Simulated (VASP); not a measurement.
Hf (hcp) is relaxed at rising pressure, each step from the one before. Symmetry mostly holds the structure type, and other phases were not tried. The mesh follows the cell, and a change of mesh leaves a small step in the series.

Input:

```yaml
crystal:
  lattice:
    - [1.55841, -2.69925, 0.00000]
    - [1.55841, 2.69925, 0.00000]
    - [0.00000, 0.00000, 4.95461]
  atoms:
    - { symbol: Hf, position: [0.33333, 0.66667, 0.25000] }
    - { symbol: Hf, position: [0.66667, 0.33333, 0.75000] }
```

Level of theory: LDA (Ceperley-Alder, Perdew-Zunger), VASP's LDA PAW potentials (set 64) (plane waves; VASP). Run with 500 eV cut-off, 13×13×8 Γ-centred mesh, first-order Methfessel-Paxton smearing of 0.10 eV, potentials Hf_pv.

Unless said otherwise, spin-orbit coupling is left out, though it shifts the bands of the heavy elements here.

```json
[
 {"P (GPa)": "0", "V (Å³/atom)": "20.84", "H − H(0) (eV/atom)": "0.000", "space group": "P6_3/mmc", "gap on the mesh (eV)": "0.00", "k-mesh": "13×13×8"},
 {"P (GPa)": "5", "V (Å³/atom)": "[?]", "H − H(0) (eV/atom)": "[?]", "space group": "P6_3/mmc", "gap on the mesh (eV)": "0.00", "k-mesh": "14×14×8"},
 {"P (GPa)": "10", "V (Å³/atom)": "19.39", "H − H(0) (eV/atom)": "1.254", "space group": "P6_3/mmc", "gap on the mesh (eV)": "0.00", "k-mesh": "14×14×8"},
 {"P (GPa)": "20", "V (Å³/atom)": "18.23", "H − H(0) (eV/atom)": "2.427", "space group": "P6_3/mmc", "gap on the mesh (eV)": "0.00", "k-mesh": "14×14×8"},
 {"P (GPa)": "30", "V (Å³/atom)": "17.33", "H − H(0) (eV/atom)": "3.536", "space group": "P6_3/mmc", "gap on the mesh (eV)": "0.00", "k-mesh": "14×14×8"},
 {"P (GPa)": "45", "V (Å³/atom)": "[?]", "H − H(0) (eV/atom)": "[?]", "space group": "P6_3/mmc", "gap on the mesh (eV)": "0.00", "k-mesh": "15×15×8"}
]
```

Some entries are withheld; supply them.

- 5, V (Å³/atom): 20.06
- 5, H − H(0) (eV/atom): 0.638
- 45, V (Å³/atom): 16.23
- 45, H − H(0) (eV/atom): 5.104

Pressures at which the relaxation failed are left out.

The compound is Hf in the hcp structure.
